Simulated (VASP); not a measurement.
# Al2InN3 (I-4m2) in VASP: density of states with PBE

Aim: the density of states of Al2InN3 with PBE.

All numbers are computed with VASP 6.6.1; they aren't measurements. Logs are shortened: lines on timing, memory, paths and dates and some standing lists are left out, and cuts for length are marked.

### Step 1. Starting point

Symmetry: I-4m2, No. 119, tetragonal system. The conventional cell has a = 3.255 Å, b = 3.255 Å, c = 13.879 Å, α = 90.00°, β = 90.00°, γ = 90.00°. Al (site symmetry 2mm) has 4 N at 1.92 to 1.93 Å as nearest neighbours. In (site symmetry -4m2) has 4 N at 2.15 Å as nearest neighbours. N (site symmetry 2mm) is surrounded by 2 Al at 1.92 Å and 2 In at 2.15 Å. Around N (site symmetry -4m2) lie 4 Al at 1.93 Å.

The cell was built by a generator and needn't be a form met in nature.

### Step 2. Density of states, PBE

POSCAR

```
Al2InN3
1.0
   -1.6277400000      1.6277400000      6.9393300000
    1.6277400000     -1.6277400000      6.9393300000
    1.6277400000      1.6277400000     -6.9393300000
Al In N
2 1 3
Direct
    0.6748800000      0.6748800000      0.0000000000
    0.3251200000      0.3251200000      0.0000000000
    0.0000000000      0.0000000000      0.0000000000
    0.3984360000      0.8984360000      0.5000000000
    0.1015640000      0.6015640000      0.5000000000
    0.7500000000      0.2500000000      0.5000000000
```

INCAR.step1

```
ALGO     = Normal         # electronic algorithm
EDIFF    = 1E-6           # SCF threshold, eV
ENCUT    = 520            # plane-wave cutoff, eV
GGA      = PE             # functional
ISIF     = 2              # what is computed and relaxed
ISMEAR   = 0              # smearing method
KPAR     = 2            
LASPH    = T              # aspherical terms in the spheres
LCHARG   = T              # write CHGCAR
LREAL    = F              # projectors in reciprocal space
LWAVE    = F              # write WAVECAR
NBANDS   = 26             # bands
NELM     = 100            # most SCF steps
PREC     = Accurate       # precision mode
SIGMA    = 0.03           # smearing width, eV
```

KPOINTS.step1

```
k-points
0
Gamma
  10 10 10
```

INCAR.step2

```
ALGO     = Normal         # electronic algorithm
EDIFF    = 1E-6           # SCF threshold, eV
ENCUT    = 520            # plane-wave cutoff, eV
GGA      = PE             # functional
ICHARG   = 11             # starting density
ISIF     = 2              # what is computed and relaxed
ISMEAR   = -5             # smearing method
KPAR     = 2            
LASPH    = T              # aspherical terms in the spheres
LCHARG   = F              # write CHGCAR
LORBIT   = 11             # projections on sites
LREAL    = F              # projectors in reciprocal space
LWAVE    = F              # write WAVECAR
NBANDS   = 26             # bands
NEDOS    = 2001           # points of the DOS
NELM     = 100            # most SCF steps
PREC     = Accurate       # precision mode
SIGMA    = 0.03           # smearing width, eV
```

KPOINTS.step2

```
k-points
0
Gamma
  15 15 15
```

Potentials or basis: VASP PAW PBE potentials, release 64 (Al, In_d, N).

On the command line:

```bash
$ cat potpaw_PBE.64/Al/POTCAR potpaw_PBE.64/In_d/POTCAR potpaw_PBE.64/N/POTCAR > POTCAR
$ cp INCAR.step1 INCAR
$ cp KPOINTS.step1 KPOINTS
$ mpirun -np 2 vasp_std > vasp.out
$ cp INCAR.step2 INCAR
$ cp KPOINTS.step2 KPOINTS
$ mpirun -np 2 vasp_std > vasp.out
```

OUTCAR:

```text
EDIFF = 1E-6
   ENCUT = 520
   GGA = PE
   ICHARG = 11
   ISIF = 2
   ISMEAR = -5
   LASPH = T
   LORBIT = 11
   LREAL = F
   NELM = 100
   PREC = Accurate

 ion  position               nearest neighbor table
   1  0.675  0.675  0.000-   5 1.92   5 1.92   6 1.93   6 1.93   2 3.11   2 3.11   2 3.11   2 3.11
                             3 3.35   3 3.35   3 3.35   3 3.35
   2  0.325  0.325  0.000-   4 1.92   4 1.92   6 1.93   6 1.93   1 3.11   1 3.11   1 3.11   1 3.11
                             3 3.35   3 3.35   3 3.35   3 3.35
   3  0.000  0.000  0.000-   5 2.15   4 2.15   5 2.15   4 2.15   2 3.35   1 3.35   1 3.35   1 3.35
                             2 3.35   2 3.35   1 3.35   2 3.35
   4  0.398  0.898  0.500-   2 1.92   2 1.92   3 2.15   3 2.15
   5  0.102  0.602  0.500-   1 1.92   1 1.92   3 2.15   3 2.15
   6  0.750  0.250  0.500-   2 1.93   1 1.93   2 1.93   1 1.93

  LATTYP: Found a body centered tetragonal cell.
 ALAT       =     3.2554800000
 C/A-ratio  =     4.2631685650

  Lattice vectors:

 A1 = (  -1.6277400000,   1.6277400000,   6.9393300000)
 A2 = (   1.6277400000,  -1.6277400000,   6.9393300000)
 A3 = (   1.6277400000,   1.6277400000,  -6.9393300000)

Analysis of symmetry for initial positions (statically):
=====================================================================
 Subroutine PRICEL returns:
 Original cell was already a primitive cell.

 Routine SETGRP: Setting up the symmetry group for a
 body centered tetragonal supercell.

 Subroutine GETGRP returns: Found  8 space group operations
 (whereof  8 operations were pure point group operations)
 out of a pool of 16 trial point group operations.

The static configuration has the point symmetry D_2d.

Analysis of symmetry for dynamics (positions and initial velocities):
=====================================================================
 Subroutine PRICEL returns:
 Original cell was already a primitive cell.

 Routine SETGRP: Setting up the symmetry group for a
 body centered tetragonal supercell.

 Subroutine GETGRP returns: Found  8 space group operations
 (whereof  8 operations were pure point group operations)
 out of a pool of 16 trial point group operations.

The dynamic configuration has the point symmetry D_2d.

 Subroutine INISYM returns: Found  8 space group operations
 (whereof  8 operations are pure point group operations),
 and found     1 'primitive' translations
[... 110 lines left out ...]
   NFREE  =      0    steps in history (QN), initial steepest desc. (CG)
   ISIF   =      2    stress and relaxation
   ISYM   =      2    0-nonsym 1-usesym 2-fastsym
   POTIM  = 0.5000    time-step for ionic-motion
   TEBEG  =    0.0;   TEEND  =   0.0 temperature during run
   PSTRESS=    0.0 pullay stress
   NELECT =      34.0000    total number of electrons
   NUPDOWN=      -1.0000    fix difference up-down
   EMIN   =  10.00;   EMAX   =-10.00  energy-range for DOS
   EFERMI =   0.00;   METHOD = LEGACY
   ISMEAR =    -5;   SIGMA  =   0.03  broadening in eV -4-tet -1-fermi 0-gaus
   EFERMI_NEDOS =   21; number of points for ismear=-14 and -15
   IALGO  =     38    algorithm
   IMIX   =      4    mixing-type and parameters
     AMIX     =   0.40;   BMIX     =  1.00
     AMIX_MAG =   1.60;   BMIX_MAG =  1.00
  volume/ion in A,a.u.               =      12.26        82.72
  Fermi-wavevector in a.u.,A,eV,Ry     =   1.265859  2.392126 21.801956  1.602399
  Thomas-Fermi vector in A             =   2.399090
   LORBIT       =     11    0 simple, 1 ext, 2 COOP (PROOUT), +10 PAW based schemes
   GGA     = PE    functional components
   LHFCALC =     F    Hartree Fock is set to
   AEXX    =    0.0000 exact exchange contribution
   IVDW    =     0    specifies the selected vdW correction
   LEPSILON=     F    determine dielectric tensor
   LRPA    =     F    only Hartree local field effects (RPA)
 non-spin polarized calculation
 Fermi weights with tetrahedron method with Bloechl corrections
  energy-cutoff  :      520.00
  volume of cell :       73.54
 maximum number of plane-waves:      2009

 number of electron      33.9999997 magnetization

 Free energy of the ion-electron system (eV)
  ---------------------------------------------------
  ext. energy  EPLUGINS =         0.00000000
  ---------------------------------------------------
  free energy    TOTEN  =       -40.03067461 eV

  energy without entropy =      -40.03067461  energy(sigma->0) =      -40.03067461

 E-fermi :   6.3208     XC(G=0): -10.8247

 val. band max:        6.3111300720   @ k =   0.0000   0.0000   0.0000
 cond. band min:       7.9436097367   @ k =   0.0000   0.0000   0.0000
 fundamental gap:      1.6324796647
 Fermi energy:         6.3207773353

 k-point     1 :       0.0000    0.0000    0.0000
  band No.  band energies     occupation
      1      -8.6370      2.00000
      2      -8.1568      2.00000
      3      -6.8133      2.00000
      4      -6.6942      2.00000
      5      -6.6942      2.00000
      6      -6.6836      2.00000
[... 685 lines left out ...]
     25      16.5215      0.00000
     26      17.2390      0.00000

 [... further k-points ...]
[... 5 lines left out ...]
  --------------------------------------------------------------------------------------
  -------------------------------------------------------------------------------------
  Total       -0.0096848     -0.0096848     -0.0145768      0.0000000      0.0000000      0.0000000
  in kB       -0.2109866     -0.2109866     -0.3175602      0.0000000      0.0000000      0.0000000
  external PRESSURE =      -0.2465111 kB  Pullay stress =       0.0000000 kB

 VOLUME and BASIS-vectors are now :
 -----------------------------------------------------------------------------
  energy-cutoff  :      520.00
  volume of cell :       73.54
      direct lattice vectors                 reciprocal lattice vectors
    -1.627740000  1.627740000  6.939330000     0.000000000  0.307174364  0.072053066
     1.627740000 -1.627740000  6.939330000     0.307174364  0.000000000  0.072053066
     1.627740000  1.627740000 -6.939330000     0.307174364  0.307174364  0.000000000

 POSITION                                       TOTAL-FORCE (eV/Angst)
 -----------------------------------------------------------------------------------
      0.00000      0.00000      9.36643        -0.000000      0.000000      0.000598
      0.00000      0.00000      4.51223        -0.000000      0.000000     -0.000598
      0.00000      0.00000      0.00000         0.000000     -0.000000      0.000000
      1.62774      0.00000      5.52976         0.000000     -0.000000     -0.001334
      1.62774      0.00000      1.40957         0.000000     -0.000000      0.001334
      0.00000      1.62774      3.46966         0.000000     -0.000000      0.000000
 -----------------------------------------------------------------------------------
    total drift:                               -0.000000      0.000000      0.000000

  FREE ENERGIE OF THE ION-ELECTRON SYSTEM (eV)
  ---------------------------------------------------
  free  energy   TOTEN  =       -40.0306746088 eV

  energy  without entropy=      -40.0306746088  energy(sigma->0) =      -40.03067461

 total charge

# of ion       s       p       d       tot
------------------------------------------
    1        0.362   0.412   0.000   0.774
    2        0.362   0.412   0.000   0.774
    3        0.768   0.817  10.005  11.590
    4        1.233   2.508   0.000   3.741
    5        1.233   2.508   0.000   3.741
    6        1.221   2.585   0.000   3.806
--------------------------------------------------
tot          5.180   9.242  10.005  24.426
```

OSZICAR.step1:

```text
N       E                     dE             d eps       ncg     rms          rms(c)
DAV:   1     0.279451180026E+03    0.27945E+03   -0.15438E+04  5332   0.145E+03
DAV:   2    -0.105137716398E+02   -0.28996E+03   -0.26468E+03  5876   0.375E+02
DAV:   3    -0.457641277188E+02   -0.35250E+02   -0.34370E+02  6324   0.128E+02
DAV:   4    -0.472902353323E+02   -0.15261E+01   -0.15174E+01  6956   0.280E+01
DAV:   5    -0.473465150468E+02   -0.56280E-01   -0.56229E-01  7904   0.536E+00    0.159E+01
DAV:   6    -0.399581632885E+02    0.73884E+01   -0.21865E+01  8648   0.521E+01    0.106E+01
DAV:   7    -0.400800870870E+02   -0.12192E+00   -0.21455E+00  6126   0.955E+00    0.368E+00
DAV:   8    -0.400422317708E+02    0.37855E-01   -0.11243E-01  7478   0.292E+00    0.207E+00
DAV:   9    -0.400299823404E+02    0.12249E-01   -0.30174E-02  8578   0.270E+00    0.312E-01
DAV:  10    -0.400298847858E+02    0.97555E-04   -0.56927E-03  7010   0.705E-01    0.288E-01
DAV:  11    -0.400303005432E+02   -0.41576E-03   -0.17827E-03  7702   0.329E-01    0.153E-01
DAV:  12    -0.400303586389E+02   -0.58096E-04   -0.19845E-04  7702   0.138E-01    0.365E-02
DAV:  13    -0.400303654508E+02   -0.68119E-05   -0.51351E-05  7418   0.595E-02    0.820E-03
DAV:  14    -0.400303661686E+02   -0.71780E-06   -0.35267E-06  6904   0.134E-02
   1 F= -.40030366E+02 E0= -.40030366E+02  d E =-.193897E-20
```

Run time: 18 min. Hardware: 2 MPI ranks of Intel Xeon Platinum 8488C (Sapphire Rapids), shared host; peak memory 0.72 GiB.

Results:

```
Valence electrons inside the program's atomic spheres : Al 0.77; In 11.59; N 3.74, 3.81
```

Levels at points of the mesh, in eV from the valence-band top:
| k point | band 14 | band 15 | band 16 | band 17 | band 18 | band 19 | band 20 | band 21 |
| --- | --- | --- | --- | --- | --- | --- | --- | --- |
| (0.00, 0.00, 0.00) | -1.60 | -0.62 | 0.00 | 0.00 | 1.63 | 4.24 | 4.64 | 7.61 |

States per cell in windows of 0.5 eV (zero at the valence-band top; states under -8 eV left out):
```csv
from (eV),total,N4_p,N5_p,N6_p,In3_s,In3_p,In3_d
-8.0,0.00,0.00,0.00,0.00,0.00,0.00,0.00
-7.5,0.00,0.00,0.00,0.00,0.00,0.00,0.00
-7.0,0.00,0.00,0.00,0.00,0.00,0.00,0.00
-6.5,0.00,0.00,0.00,0.00,0.00,0.00,0.00
-6.0,0.40,0.03,0.03,0.04,0.05,0.01,0.00
-5.5,1.46,0.15,0.15,0.11,0.20,0.04,0.01
-5.0,1.83,0.18,0.18,0.19,0.15,0.04,0.02
-4.5,1.09,0.11,0.11,0.12,0.08,0.02,0.02
-4.0,0.68,0.06,0.06,0.11,0.02,0.02,0.01
-3.5,1.50,0.17,0.17,0.22,0.03,0.06,0.02
-3.0,1.35,0.18,0.18,0.19,0.03,0.05,0.02
-2.5,2.14,0.31,0.31,0.32,0.03,0.10,0.03
-2.0,2.32,0.37,0.37,0.36,0.02,0.12,0.03
-1.5,2.66,0.41,0.41,0.55,0.01,0.12,0.04
-1.0,1.36,0.24,0.24,0.24,0.01,0.07,0.04
-0.5,1.28,0.29,0.29,0.13,0.00,0.07,0.05
0.0,0.00,0.00,0.00,0.00,0.00,0.00,0.00
0.5,0.00,0.00,0.00,0.00,0.00,0.00,0.00
1.0,0.00,0.00,0.00,0.00,0.00,0.00,0.00
1.5,0.00,0.00,0.00,0.00,0.00,0.00,0.00
2.0,0.04,0.00,0.00,0.00,0.00,0.00,0.00
2.5,0.09,0.01,0.01,0.01,0.01,0.00,0.00
3.0,0.36,0.03,0.03,0.02,0.03,0.02,0.00
3.5,0.68,0.06,0.06,0.02,0.05,0.04,0.01
4.0,1.05,0.09,0.09,0.03,0.10,0.06,0.03
4.5,0.75,0.05,0.05,0.02,0.03,0.06,0.03
5.0,1.10,0.07,0.07,0.04,0.03,0.09,0.04
5.5,0.66,0.04,0.04,0.03,0.02,0.03,0.02
6.0,0.95,0.06,0.06,0.04,0.09,0.03,0.02
6.5,0.99,0.07,0.07,0.03,0.11,0.03,0.02
7.0,1.06,0.09,0.09,0.03,0.10,0.04,0.01
7.5,1.03,0.05,0.05,0.04,0.06,0.04,0.03
```
